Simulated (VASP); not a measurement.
Method: SCAN meta-GGA, VASP's PBE PAW potentials (set 64) (plane waves; VASP 6.6.1).

VASP input:

**INCAR**
```
SYSTEM  =  SnTe
PREC  =  Accurate; ENCUT  =  520; LREAL  =  F
LASPH  =  T
EDIFF  =  1E-7; NELM  =  100; ALGO  =  Normal
LMAXMIX  =  4; LMIXTAU  =  T
ISMEAR  =  0; SIGMA  =  0.05
METAGGA  =  SCAN
ISIF  =  2
LWAVE  =  F; LCHARG  =  F
```

KPOINTS:
```
Automatic mesh
0
Gamma
7 7 7
0 0 0
```

File POSCAR:
```
SnTe
1
    0.0000000000     3.2032434706     3.2032434706
    3.2032434706     0.0000000000     3.2032434706
    3.2032434706     3.2032434706     0.0000000000
Sn Te
1 1
Direct
  0.0000000000   0.0000000000   1.0000000000
  0.5000000000   0.5000000000   0.5000000000
```

POTCAR, in this order: Sn_d Te (PBE.64 set). Program: vasp_std.

The resulting files:

File OSZICAR:
```
       N       E                     dE             d eps       ncg     rms          rms(c)
DAV:   1     0.594945901170E+02    0.59495E+02   -0.10117E+04   566   0.167E+03
DAV:   2    -0.652315370913E+02   -0.12473E+03   -0.12220E+03   596   0.379E+02
DAV:   3    -0.761282252923E+02   -0.10897E+02   -0.10844E+02   704   0.102E+02
DAV:   4    -0.764579310478E+02   -0.32971E+00   -0.32960E+00   626   0.190E+01
DAV:   5    -0.764709234773E+02   -0.12992E-01   -0.12992E-01   852   0.365E+00    0.422E+00
DAV:   6    -0.735537709540E+02    0.29172E+01   -0.86833E-01   650   0.169E+01    0.323E+00
DAV:   7    -0.733077171542E+02    0.24605E+00   -0.73208E-01   560   0.832E+00    0.932E-01
DAV:   8    -0.735789394963E+02   -0.27122E+00   -0.79328E-01   560   0.747E+00    0.629E-01
DAV:   9    -0.736593689000E+02   -0.80429E-01   -0.26456E-01   560   0.705E+00    0.431E-01
DAV:  10    -0.733670789903E+02    0.29229E+00   -0.31347E-01   560   0.517E+00    0.520E-01
DAV:  11    -0.734573587252E+02   -0.90280E-01   -0.10808E-01   572   0.330E+00    0.554E-01
DAV:  12    -0.735138714534E+02   -0.56513E-01   -0.38823E-02   560   0.166E+00    0.358E-01
DAV:  13    -0.734980268294E+02    0.15845E-01   -0.59734E-03   596   0.823E-01    0.254E-01
DAV:  14    -0.735083817959E+02   -0.10355E-01   -0.23532E-03   560   0.444E-01    0.138E-01
DAV:  15    -0.735413197402E+02   -0.32938E-01   -0.53693E-02   560   0.207E+00    0.156E-01
DAV:  16    -0.735427119920E+02   -0.13923E-02   -0.16132E-03   668   0.395E-01    0.196E-01
DAV:  17    -0.735493433881E+02   -0.66314E-02   -0.76962E-03   578   0.108E+00    0.192E-01
DAV:  18    -0.735499799741E+02   -0.63659E-03   -0.46681E-04   668   0.213E-01    0.274E-01
DAV:  19    -0.735504331808E+02   -0.45321E-03   -0.44813E-04   560   0.277E-01    0.436E-01
DAV:  20    -0.735521702290E+02   -0.17370E-02   -0.14501E-03   578   0.453E-01    0.649E-01
DAV:  21    -0.735523677461E+02   -0.19752E-03   -0.22380E-04   620   0.133E-01    0.793E-01
DAV:  22    -0.735518249491E+02    0.54280E-03   -0.29170E-04   560   0.160E-01    0.791E-01
DAV:  23    -0.735508581666E+02    0.96678E-03   -0.18911E-03   560   0.532E-01    0.394E-01
DAV:  24    -0.735507644168E+02    0.93750E-04   -0.54665E-04   560   0.282E-01    0.289E-01
DAV:  25    -0.735501757762E+02    0.58864E-03   -0.72192E-04   664   0.265E-01    0.100E-01
DAV:  26    -0.735500192950E+02    0.15648E-03   -0.57528E-04   608   0.190E-01    0.110E-01
DAV:  27    -0.735500177935E+02    0.15014E-05   -0.46275E-04   560   0.260E-01    0.113E-01
DAV:  28    -0.735500810939E+02   -0.63300E-04   -0.21055E-04   560   0.163E-01    0.444E-02
DAV:  29    -0.735503075967E+02   -0.22650E-03   -0.54135E-04   560   0.262E-01    0.142E-02
DAV:  30    -0.735502066072E+02    0.10099E-03   -0.12428E-04   560   0.141E-01    0.122E-02
DAV:  31    -0.735501709708E+02    0.35636E-04   -0.28261E-04   560   0.198E-01    0.158E-02
DAV:  32    -0.735501604020E+02    0.10569E-04   -0.66401E-05   560   0.876E-02    0.980E-03
DAV:  33    -0.735501578070E+02    0.25950E-05   -0.13287E-06   644   0.139E-02    0.438E-03
DAV:  34    -0.735501553214E+02    0.24856E-05   -0.25122E-05   560   0.560E-02    0.994E-04
DAV:  35    -0.735501572198E+02   -0.18984E-05   -0.88726E-07   560   0.113E-02    0.236E-03
DAV:  36    -0.735501607194E+02   -0.34996E-05   -0.22112E-07   572   0.632E-03    0.272E-03
DAV:  37    -0.735501630282E+02   -0.23088E-05   -0.14110E-06   560   0.144E-02    0.402E-03
DAV:  38    -0.735501622901E+02    0.73807E-06   -0.88563E-08   424   0.408E-03    0.294E-03
DAV:  39    -0.735501623037E+02   -0.13546E-07   -0.15192E-07   424   0.455E-03
   1 F= -.73550162E+02 E0= -.73550162E+02  d E =-.867117E-12
```

OUTCAR:
```
------------------------ aborting loop because EDIFF is reached ----------------------------------------
  FORCE on cell =-STRESS in cart. coord.  units (eV):
  Direction    XX          YY          ZZ          XY          YZ          ZX
  --------------------------------------------------------------------------------------
  Total       -0.5184417     -0.5184417     -0.5184417      0.0000000     -0.0000000     -0.0000000
  in kB      -12.6360311    -12.6360311    -12.6360311      0.0000000     -0.0000000     -0.0000000
  external PRESSURE =     -12.6360311 kB  Pullay stress =       0.0000000 kB
  volume of cell :       65.74
      direct lattice vectors                 reciprocal lattice vectors
     0.000000000  3.203243471  3.203243471    -0.156091788  0.156091788  0.156091788
     3.203243471  0.000000000  3.203243471     0.156091788 -0.156091788  0.156091788
     3.203243471  3.203243471  0.000000000     0.156091788  0.156091788 -0.156091788
 POSITION                                       TOTAL-FORCE (eV/Angst)
 -----------------------------------------------------------------------------------
      0.00000      0.00000      0.00000         0.000000     -0.000000      0.000000
      3.20324      3.20324      3.20324        -0.000000      0.000000      0.000000
 -----------------------------------------------------------------------------------
    total drift:                               -0.000000      0.000000      0.000000
  FREE ENERGIE OF THE ION-ELECTRON SYSTEM (eV)
  ---------------------------------------------------
  free  energy   TOTEN  =       -73.5501623037 eV

  energy  without entropy=      -73.5501623037  energy(sigma->0) =      -73.55016230
```
(Selected blocks of OUTCAR.)

The compound is SnTe in the rock salt structure, which distorts at low temperature. This cell is one point of a volume scan, at 1.03 of the reference volume.
